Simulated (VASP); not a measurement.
OSZICAR of a VASP run on GdN (rock salt):

### OSZICAR
```
       N       E                     dE             d eps       ncg     rms          rms(c)
DAV:   1     0.496811834318E+02    0.49681E+02   -0.68140E+03  1848   0.118E+03
DAV:   2    -0.120610307085E+02   -0.61742E+02   -0.57798E+02  2458   0.242E+02
DAV:   3    -0.149693732010E+02   -0.29083E+01   -0.28583E+01  2477   0.429E+01
DAV:   4    -0.150112963713E+02   -0.41923E-01   -0.41832E-01  2287   0.452E+00
DAV:   5    -0.150120720542E+02   -0.77568E-03   -0.77539E-03  2419   0.529E-01    0.294E+01
DAV:   6    -0.128442737133E+02    0.21678E+01   -0.19072E+01  2172   0.270E+01    0.266E+01
DAV:   7    -0.126687187649E+02    0.17555E+00   -0.14173E+00  2164   0.796E+00    0.180E+01
DAV:   8    -0.126715094181E+02   -0.27907E-02   -0.13029E-01  2080   0.369E+00    0.555E+00
DAV:   9    -0.126661730255E+02    0.53364E-02   -0.20348E-02  2311   0.106E+00    0.379E-01
DAV:  10    -0.126663761375E+02   -0.20311E-03   -0.56615E-04  2312   0.232E-01    0.271E-01
DAV:  11    -0.126663771870E+02   -0.10495E-05   -0.29728E-05  2494   0.567E-02    0.269E-02
DAV:  12    -0.126663779628E+02   -0.77578E-06   -0.23016E-06  2234   0.165E-02    0.576E-03
DAV:  13    -0.126663780142E+02   -0.51463E-07   -0.92425E-08  1911   0.287E-03
   1 F= -.12666378E+02 E0= -.12666390E+02  d E =0.371329E-04
```

Which electronic solver shows in the log?

It is blocked Davidson (ALGO = Normal, or the opening steps of other solvers). The INCAR had ALGO = Normal.

Can the final energy be trusted as converged?

The run converged. It stopped with EDIFF = 1E-7, NELM = 100 (optB86b-vdW, plane waves, VASP's PBE PAW potentials (set 64)). The 4f electrons are frozen in the core of the lanthanide potential, so 4f levels, which can set the real gap, and their magnetism are missing.

The compound is GdN in the rock salt structure. This cell is one point of a volume scan, at 0.97 of the reference volume.
